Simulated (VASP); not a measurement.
# Al: relaxation of the atoms with PBE

The system is Al.

```
Al
1.0
     0.00000    2.03302    2.03302
     2.03302    0.00000    2.03302
     2.03302    2.03302    0.00000
Al
1
Direct
  0.00000 0.00000 0.00000
```

The cell isn't the ideal one: a relaxed cell with its volume scaled by 1.02.

```
Program                : VASP 6.6.1
Task                   : relaxation of the atoms
Functional             : PBE
Potentials or basis    : VASP PAW PBE potentials, release 64 (Al)
Cutoff                 : 600 eV
k mesh                 : 16 × 16 × 16
Occupations            : methfessel-paxton, width 0.1 eV
Spin                   : no spin polarisation
Further INCAR settings : ALGO = Fast; EDIFF = 1e-07; IBRION = 2; EDIFFG = -0.01; NSW = 40
```

```
Pressure after relaxing : -1.5 GPa
Band gap on the k mesh  : none (metal or under the smearing width)
```

Final structure:
```
CELL_PARAMETERS angstrom
0.00000 2.03302 2.03302
2.03302 0.00000 2.03302
2.03302 2.03302 0.00000
ATOMIC_POSITIONS crystal
Al 0.00000 0.00000 0.00000
```

Levels at points of the mesh, in eV from the Fermi level:
```csv
k point,band 1,band 2,band 3,band 4,band 5
"(0.00, 0.00, 0.00)",-11.06,12.47,12.47,12.47,13.82
"(0.50, 0.00, 0.00)",-4.57,-4.40,11.17,11.17,11.33
"(0.50, 0.50, 0.00)",-2.93,-1.65,5.20,5.46,5.46
```

It took 4.3 s on 1 thread of Intel(R) Xeon(R) 6975P-C (Granite Rapids), on a shared host, peak memory 0.14 GiB.

Caveat: the relaxation stopped at its first step, so nothing moved.
